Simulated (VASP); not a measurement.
SiC (space group P6_3mc): the measured cell of entry 9011661 of the Crystallography Open Database is

```xyz
4
Lattice="3.0760 0.0000 0.0000 -1.5380 2.6639 0.0000 0.0000 0.0000 5.0480" Properties=species:S:1:pos:R:3 pbc="T T T"
Si     1.5380     0.8880     0.0000
Si     0.0000     1.7759     2.5240
C      1.5380     0.8880     1.8930
C      0.0000     1.7759     4.4170
```

Calculation: SCAN meta-GGA, VASP's PBE PAW potentials (set 64) (plane waves; VASP). Numerical set-up: 520 eV cut-off, 9×9×5 Γ-centred mesh, tetrahedra with Blöchl corrections, potentials Si C.

The calculation is for a static lattice at zero pressure; the measurement, whose temperature isn't given here, holds thermal and zero-point expansion. The entry's conditions were not checked, so it may have been measured under pressure.

Question: How far does the relaxed conventional cell lie from the measured one?

Answer: 
```tsv
	measured	computed	difference
a (Å)	3.076	3.071	-0.1 %
c (Å)	5.048	5.043	-0.1 %
V (Å³/atom)	10.34	10.30	-0.4 %
```

The structure comes from a measured SiC entry (P6_3mc) of the Crystallography Open Database, whose conditions weren't checked. It was relaxed first. Symmetry was kept, so distortions that lower it aren't found.
